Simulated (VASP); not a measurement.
# AlCl3 in VASP: a series of runs

Aim: see how the results for AlCl3 move with the level of theory and the settings. Levels: PBE+D3(BJ), optB86b-vdW, rev-vdW-DF2. Tasks: single point.

All numbers are computed with VASP 6.6.1; they aren't measurements. Logs are shortened: lines on timing, memory, paths and dates and some standing lists are left out, and cuts for length are marked.

## 1. The structure

The cell holds a molecule in a box, 4 atoms: a = 13.592 Å, b = 14.092 Å, c = 14.592 Å, α = 90.00°, β = 90.00°, γ = 90.00°.

## 2. Single point, PBE+D3(BJ)

The input, INCAR:

```
PREC = Accurate ; ENCUT = 400
EDIFF = 1E-6 ; ISMEAR = 0
SIGMA = 0.005 ; LREAL = False
LASPH = True ; NELM = 100
ALGO = Fast ; ISIF = 2
LWAVE = False ; LCHARG = False
GGA = PE ; IVDW = 12
NBANDS = 20 ; ISYM = 0
```

The input, KPOINTS:

```
regular mesh
0
Gamma
  1 1 1
```

The input, POSCAR:

```
AlCl3
1.0
   13.5921454378      0.0000000000      0.0000000000
    0.0000000000     14.0921454378      0.0000000000
    0.0000000000      0.0000000000     14.5921454378
Al Cl
1 3
Direct
    0.5030000000      0.5047000000      0.5007000000
    0.4105000000      0.4308000000      0.5890000000
    0.5361000000      0.4492000000      0.3723000000
    0.5623000000      0.6343000000      0.5408000000
```

Potentials or basis: VASP PAW PBE potentials, release 64 (Al, Cl).

On the command line:

```console
> cat potpaw_PBE.64/Al/POTCAR potpaw_PBE.64/Cl/POTCAR > POTCAR
> mpirun -np 4 vasp_gam > vasp.out
```

OUTCAR:

```text
PREC = Accurate
   ENCUT = 400
   EDIFF = 1E-6
   ISMEAR = 0
   LREAL = False
   LASPH = True
   NELM = 100
   ISIF = 2
   GGA = PE
   IVDW = 12
   ISYM = 0
 IVDW          = 12

 ion  position               nearest neighbor table
   1  0.503  0.505  0.501-   3 2.08   2 2.08   4 2.08
   2  0.410  0.431  0.589-   1 2.08
   3  0.536  0.449  0.372-   1 2.08
   4  0.562  0.634  0.541-   1 2.08

IMPORTANT INFORMATION: All symmetrisations will be switched off!
NOSYMM: (Re-)initialisation of all symmetry stuff for point group C_1.

----------------------------------------------------------------------------------------

                                     Primitive cell

  volume of cell :    2795.0159

  direct lattice vectors                    reciprocal lattice vectors
    13.592145438  0.000000000  0.000000000     0.073571903  0.000000000  0.000000000
     0.000000000 14.092145438  0.000000000     0.000000000  0.070961516  0.000000000
     0.000000000  0.000000000 14.592145438     0.000000000  0.000000000  0.068530019

  length of vectors
    13.592145438 14.092145438 14.592145438     0.073571903  0.070961516  0.068530019

  position of ions in fractional coordinates (direct lattice)
     0.503000000  0.504700000  0.500700000
     0.410500000  0.430800000  0.589000000
     0.536100000  0.449200000  0.372300000
     0.562300000  0.634300000  0.540800000

  ion indices of the primitive-cell ions
   primitive index   ion index
                 1           1
                 2           2
                 3           3
                 4           4

----------------------------------------------------------------------------------------

 KPOINTS: regular mesh

Automatic generation of k-mesh.
 Grid dimensions read from file:
 generate k-points for:    1    1    1

 Generating k-lattice:

  Cartesian coordinates                     Fractional coordinates (reciprocal lattice)
     0.073571903  0.000000000  0.000000000     1.000000000  0.000000000  0.000000000
     0.000000000  0.070961516  0.000000000     0.000000000  1.000000000  0.000000000
     0.000000000  0.000000000  0.068530019     0.000000000  0.000000000  1.000000000

  Length of vectors
     0.073571903  0.070961516  0.068530019

  Shift w.r.t. Gamma in fractional coordinates (k-lattice)
     0.000000000  0.000000000  0.000000000

 Subroutine IBZKPT returns following result:
 ===========================================

 Found      1 irreducible k-points:

 Following reciprocal coordinates:
            Coordinates               Weight
  0.000000  0.000000  0.000000      1.000000
   k-points           NKPTS =      1   k-points in BZ     NKDIM =      1   number of bands    NBANDS=     20
   number of dos      NEDOS =    301   number of ions     NIONS =      4
   total plane-waves  NPLWV = 829440
   dimension x,y,z NGX =    90 NGY =   96 NGZ =   96
   dimension x,y,z NGXF=   180 NGYF=  192 NGZF=  192
   ions per type =               1   3
   NGX,Y,Z   is equivalent  to a cutoff of  11.01, 11.33, 10.94 a.u.
   NGXF,Y,Z  is equivalent  to a cutoff of  22.02, 22.65, 21.87 a.u.
 SYSTEM =  unknown system
   PREC   = accura    normal or accurate (medium, high low for compatibility)
   ISTART =      0    job   : 0-new  1-cont  2-samecut
   ICHARG =      2    charge: 1-file 2-atom 10-const
   ISPIN  =      1    spin polarized calculation?
   LNONCOLLINEAR =      F non collinear calculations
   LSORBIT =      F    spin-orbit coupling
   LASPH  =      T    aspherical Exc in radial PAW
   ENCUT  =  400.0 eV  29.40 Ry    5.42 a.u.  22.17 22.98 23.80*2*pi/ulx,y,z
   NELM   =    100;   NELMIN=  2; NELMDL= -5     # of ELM steps
   EDIFF  = 0.1E-05   stopping-criterion for ELM
   LREAL  =      F    real-space projection
   EDIFFG = 0.1E-04   stopping-criterion for IOM
   NSW    =      0    number of steps for IOM
   IBRION =     -1    ionic relax: 0-MD 1-quasi-New 2-CG
   NFREE  =      0    steps in history (QN), initial steepest desc. (CG)
   ISIF   =      2    stress and relaxation
   ISYM   =      0    0-nonsym 1-usesym 2-fastsym
   POTIM  = 0.5000    time-step for ionic-motion
   TEBEG  =    0.0;   TEEND  =   0.0 temperature during run
   PSTRESS=    0.0 pullay stress
   NELECT =      24.0000    total number of electrons
   NUPDOWN=      -1.0000    fix difference up-down
   EMIN   =  10.00;   EMAX   =-10.00  energy-range for DOS
   EFERMI =   0.00;   METHOD = LEGACY
   ISMEAR =     0;   SIGMA  =   0.01  broadening in eV -4-tet -1-fermi 0-gaus
   EFERMI_NEDOS =   21; number of points for ismear=-14 and -15
   IALGO  =     68    algorithm
   IMIX   =      4    mixing-type and parameters
     AMIX     =   0.40;   BMIX     =  1.00
     AMIX_MAG =   1.60;   BMIX_MAG =  1.00
  volume/ion in A,a.u.               =     698.75      4715.42
  Fermi-wavevector in a.u.,A,eV,Ry     =   0.335236  0.633504  1.529065  0.112383
  Thomas-Fermi vector in A             =   1.234608
   LORBIT       =      0    0 simple, 1 ext, 2 COOP (PROOUT), +10 PAW based schemes
   GGA     = PE    functional components
   LHFCALC =     F    Hartree Fock is set to
   AEXX    =    0.0000 exact exchange contribution
   IVDW    =    12    specifies the selected vdW correction
   LEPSILON=     F    determine dielectric tensor
   LRPA    =     F    only Hartree local field effects (RPA)
 non-spin polarized calculation
 RMM-DIIS sequential band-by-band and
 Gauss-broadening in eV      SIGMA  =   0.01
  energy-cutoff  :      400.00
  volume of cell :     2795.02
 maximum number of plane-waves:     25350
 NGX is ok and might be reduce to    90
   NGX = 45   NGY = 45   NGZ = 47

 number of electron      24.0000000 magnetization

 Free energy of the ion-electron system (eV)
  ---------------------------------------------------
  ext. energy  EPLUGINS =         0.00000000
  ---------------------------------------------------
  free energy    TOTEN  =       -14.63151245 eV

  energy without entropy =      -14.63151245  energy(sigma->0) =      -14.63151245

 E-fermi :  -7.6330     XC(G=0):  -0.6021

 val. band max:       -7.7135832579   @ k =   0.0000   0.0000   0.0000
 cond. band min:      -2.0789568794   @ k =   0.0000   0.0000   0.0000
 fundamental gap:      5.6346263785
 Fermi energy:        -7.6330306478

 k-point     1 :       0.0000    0.0000    0.0000
  band No.  band energies     occupation
      1     -20.8224      2.00000
      2     -20.4291      2.00000
      3     -20.4265      2.00000
      4     -11.2895      2.00000
      5      -9.6348      2.00000
      6      -9.6329      2.00000
[... 12 lines left out ...]
     19       0.6967      0.00000
     20       0.7671      0.00000

------------------------ aborting loop because EDIFF is reached ----------------------------------------

 Edisp (eV)   -0.12316

 E8    (eV) :    -0.0525

  FORCE on cell =-STRESS in cart. coord.  units (eV):
  Direction    XX          YY          ZZ          XY          YZ          ZX
  --------------------------------------------------------------------------------------
  -------------------------------------------------------------------------------------
  Total      -0.07719    -0.11790    -0.11206    -0.03508    -0.01648     0.02253
  in kB      -0.04425    -0.06758    -0.06423    -0.02011    -0.00944     0.01292
  external pressure =       -0.06 kB  Pullay stress =        0.00 kB

 VOLUME and BASIS-vectors are now :
 -----------------------------------------------------------------------------
  energy-cutoff  :      400.00
  volume of cell :     2795.02
      direct lattice vectors                 reciprocal lattice vectors
    13.592145438  0.000000000  0.000000000     0.073571903  0.000000000  0.000000000
     0.000000000 14.092145438  0.000000000     0.000000000  0.070961516  0.000000000
     0.000000000  0.000000000 14.592145438     0.000000000  0.000000000  0.068530019

 POSITION                                       TOTAL-FORCE (eV/Angst)
 -----------------------------------------------------------------------------------
      6.83685      7.11231      7.30629         0.001030      0.010037      0.004129
      5.57958      6.07090      8.59477         0.013748      0.010562     -0.014038
      7.28675      6.33019      5.43266        -0.004097      0.005850      0.018275
      7.64286      8.93865      7.89143        -0.010680     -0.026449     -0.008366
 -----------------------------------------------------------------------------------
    total drift:                               -0.000078      0.001049      0.000152

  FREE ENERGIE OF THE ION-ELECTRON SYSTEM (eV)
  ---------------------------------------------------
  free  energy   TOTEN  =       -14.7546700522 eV

  energy  without entropy=      -14.7546700522  energy(sigma->0) =      -14.75467005
```

Wall time 27 s (4 MPI ranks of AMD EPYC 9R45 (Zen 5), shared host); peak memory 0.51 GiB.

Results:

```yaml
Free_energy: -14.7547 eV
Largest_force: 0.030 eV/Å
Gap_between_the_frontier_levels: 5.63 eV
Dispersion_energy_per_atom: -0.031 eV
```

Forces in eV/Å, atoms in the order of the input:
```
Al   0.001  0.010  0.004
Cl   0.014  0.011 -0.014
Cl  -0.004  0.006  0.018
Cl  -0.011 -0.026 -0.008
```

Expect the measured gap to be larger: semilocal functionals such as PBE lack the derivative discontinuity.

## 3. Single point, optB86b-vdW

INCAR, as its differences from that of step 2:

```diff
@@ -6,3 +6,5 @@
 LWAVE = False ; LCHARG = False
-GGA = PE ; IVDW = 12
-NBANDS = 20 ; ISYM = 0
+GGA = MK ; LUSE_VDW = True
+AGGAC = 0.0 ; PARAM1 = 0.1234
+PARAM2 = 1.0 ; NBANDS = 20
+ISYM = 0
```

KPOINTS is that of step 2.

POSCAR is that of step 2.

Potentials or basis: VASP PAW PBE potentials, release 64 (Al, Cl).

On the command line:

```console
> cat potpaw_PBE.64/Al/POTCAR potpaw_PBE.64/Cl/POTCAR > POTCAR
> mpirun -np 4 vasp_gam > vasp.out
```

Run time: 5 min. Hardware: 4 MPI ranks of AMD EPYC 9R45 (Zen 5), shared host; peak memory 1.4 GiB.

It converged, with:

```
Free energy                     : -7.7009 eV
Largest force                   : 0.034 eV/Å
Gap between the frontier levels : 5.58 eV
```

Forces in eV/Å, atoms in the order of the input:
```
Al   0.001  0.010  0.004
Cl   0.017  0.013 -0.017
Cl  -0.005  0.007  0.022
Cl  -0.013 -0.030 -0.010
```

Levels at points of the mesh, in eV from the valence-band top:
| k point | band 8 | band 9 | band 10 | band 11 | band 12 | band 13 | band 14 | band 15 | band 16 | band 17 |
| --- | --- | --- | --- | --- | --- | --- | --- | --- | --- | --- |
| (0.00, 0.00, 0.00) | -0.58 | -0.58 | -0.45 | -0.45 | 0.00 | 5.58 | 5.97 | 7.54 | 7.80 | 7.83 |

Caveat: the PAW data sets were made with another functional, which shifts forces and pressure a little.

(Continued in part 2 of 2.)
